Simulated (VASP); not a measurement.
Input:

```
Se
1.0
    2.02164    -3.39654     0.00000
    2.02164     3.39654     0.00000
    0.00000     0.00000     4.97279
Se
3
Direct
  0.00000   0.24832   0.66667
  0.75168   0.75168   0.00000
  0.24832   0.00000   0.33333
```

These are PBEsol GGA, VASP's PBE PAW potentials (set 64) (plane waves; VASP) values and carry that method's errors. Settings: 480 eV cut-off, 6×6×4 Γ-centred mesh, Gaussian smearing of 0.050 eV, potentials Se.

Without a dispersion term in the relaxation, distances and binding between the weakly bound layers, chains or molecules are unreliable, and so is what depends on them.

The ions are relaxed. Which structure does the run end with?

```
Se
1.0
    2.02164    -3.39654     0.00000
    2.02164     3.39654     0.00000
    0.00000     0.00000     4.97279
Se
3
Direct
  0.99664   0.25987   0.66760
  0.74350   0.74350   0.00000
  0.25987   0.99664   0.33240
```
Space group C2 (5), at a tolerance of 0.03 Å.

How much energy does the relaxation gain?

The energy (σ→0) changes by -12.0 meV/atom, in 7 ionic steps.

The compound is Se in the trig structure. This cell was strained or had an atom moved on purpose. Symmetry was kept, so distortions that lower it aren't found.
